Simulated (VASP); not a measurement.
Data:

```yaml
crystal:
  lattice:
    - [4.96191, 0.00000, 0.00000]
    - [0.00000, 4.96191, 0.00000]
    - [0.00000, 0.00000, 4.96191]
  atoms:
    - { symbol: Cs, position: [0.00000, 0.00000, 0.00000] }
    - { symbol: I, position: [0.50000, 0.50000, 0.50000] }
```

All values below come from RPBE GGA, VASP's PBE PAW potentials (set 64) (plane waves; VASP). Numerical set-up: 520 eV cut-off, 6×6×6 Γ-centred mesh, Gaussian smearing of 0.050 eV, potentials Cs_sv I.

Unless said otherwise, spin-orbit coupling is left out, though it shifts the bands of the heavy elements here.

**Question.** Estimate the energy per atom (σ→0), band gap (on the k-mesh) with the smallest direct gap where there is one.

**Answer.** 
```yaml
band gap (on the k-mesh): 3.50 eV
smallest direct gap (on the k-mesh): 3.59 eV
energy per atom (σ→0): -2.538 eV/atom
```

The compound is CsI in the CsCl type structure. This cell is one point of a volume scan, at 1.06 of the reference volume.
